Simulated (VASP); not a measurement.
An input for Ansatz (written as the equivalent of a VASP run, and not itself run):

Ansatz 0.2 input:
```yaml
crystal:
  lattice:
    - [4.3005770, 0.0000000, 0.0000000]
    - [-2.1502880, 3.7244090, 0.0000000]
    - [0.0000000, 0.0000000, 58.4442950]
  atoms:
    - { symbol: Cd, position: [0.0000000, 0.0000000, 0.5000000] }
    - { symbol: Cd, position: [0.0000000, 0.0000000, 0.7500000] }
    - { symbol: Cd, position: [0.0000000, 0.0000000, 0.2500000] }
    - { symbol: Cd, position: [0.3333330, 0.6666670, 0.3750000] }
    - { symbol: Cd, position: [0.6666670, 0.3333330, 0.6250000] }
    - { symbol: Cd, position: [0.0000000, 0.0000000, 0.0000000] }
    - { symbol: Cd, position: [0.3333330, 0.6666670, 0.1250000] }
    - { symbol: Cd, position: [0.6666670, 0.3333330, 0.8750000] }
    - { symbol: I, position: [0.0000000, 0.0000000, 0.5954000] }
    - { symbol: I, position: [0.0000000, 0.0000000, 0.4046000] }
    - { symbol: I, position: [0.6666670, 0.3333330, 0.9705000] }
    - { symbol: I, position: [0.3333330, 0.6666670, 0.0295000] }
    - { symbol: I, position: [0.6666670, 0.3333330, 0.3454000] }
    - { symbol: I, position: [0.3333330, 0.6666670, 0.6546000] }
    - { symbol: I, position: [0.0000000, 0.0000000, 0.1546000] }
    - { symbol: I, position: [0.0000000, 0.0000000, 0.8454000] }
    - { symbol: I, position: [0.3333330, 0.6666670, 0.7795000] }
    - { symbol: I, position: [0.6666670, 0.3333330, 0.2205000] }
    - { symbol: I, position: [0.3333330, 0.6666670, 0.5295000] }
    - { symbol: I, position: [0.6666670, 0.3333330, 0.4705000] }
    - { symbol: I, position: [0.3333330, 0.6666670, 0.9046000] }
    - { symbol: I, position: [0.6666670, 0.3333330, 0.0954000] }
    - { symbol: I, position: [0.6666670, 0.3333330, 0.7205000] }
    - { symbol: I, position: [0.3333330, 0.6666670, 0.2795000] }
kpoints:
  mp_grid: { grid: [3, 3, 1], shift: [0.5, 0.5, 0.5] }
hamiltonian:
  xc: pbe
  pseudopotentials: { kind: paw }
scf:
  occupations: { method: gaussian, width: 0.05 }
  max_iter: 100
output: { forces: true, stress: true, eigenvalues: true }
```

Problem. Translate this input to VASP (INCAR, KPOINTS, POSCAR, choice of POTCAR).

Solution. This is not unique; one that fits is 
### INCAR
```
SYSTEM = CdI2
PREC = Accurate; ENCUT = 120; LREAL = Auto
LASPH = T
EDIFF = 1E-6; NELM = 100; ALGO = Normal
LMAXMIX = 4
ISMEAR = 0; SIGMA = 0.05
GGA = PE
ISIF = 2
LWAVE = F; LCHARG = F
```

**KPOINTS**
```
Automatic mesh
0
Gamma
3 3 1
0.5 0.5 0.5
```

### POSCAR
```
CdI2
1
    4.3005770000     0.0000000000     0.0000000000
   -2.1502880000     3.7244090000     0.0000000000
    0.0000000000     0.0000000000    58.4442950000
Cd I
8 16
Direct
  0.0000000000   0.0000000000   0.5000000000
  0.0000000000   0.0000000000   0.7500000000
  0.0000000000   0.0000000000   0.2500000000
  0.3333330000   0.6666670000   0.3750000000
  0.6666670000   0.3333330000   0.6250000000
  0.0000000000   0.0000000000   0.0000000000
  0.3333330000   0.6666670000   0.1250000000
  0.6666670000   0.3333330000   0.8750000000
  0.0000000000   0.0000000000   0.5954000000
  0.0000000000   0.0000000000   0.4046000000
  0.6666670000   0.3333330000   0.9705000000
  0.3333330000   0.6666670000   0.0295000000
  0.6666670000   0.3333330000   0.3454000000
  0.3333330000   0.6666670000   0.6546000000
  0.0000000000   0.0000000000   0.1546000000
  0.0000000000   0.0000000000   0.8454000000
  0.3333330000   0.6666670000   0.7795000000
  0.6666670000   0.3333330000   0.2205000000
  0.3333330000   0.6666670000   0.5295000000
  0.6666670000   0.3333330000   0.4705000000
  0.3333330000   0.6666670000   0.9046000000
  0.6666670000   0.3333330000   0.0954000000
  0.6666670000   0.3333330000   0.7205000000
  0.3333330000   0.6666670000   0.2795000000
```

POTCAR, in this order: Cd I (PBE.64 set). Program: vasp_std.

Limits of the translation: each code has its own PAW files, so the cut-off isn't converted (ENCUT is set for VASP's; basis.ecutwfc is left out, and Ansatz then takes the one that its files recommend); Ansatz stops its SCF on the density residual and VASP on the energy change (EDIFF).

The structure comes from a computed database's CdI2 entry; how it stands against other phases isn't given here. The cell was not relaxed at this level. The k-mesh is coarse (spacing up to 0.56 per Å, 2π included), so the numbers may not be converged in it. The run is one of a series of settings (ENCUT = 120 against the base run), some of them coarse on purpose.
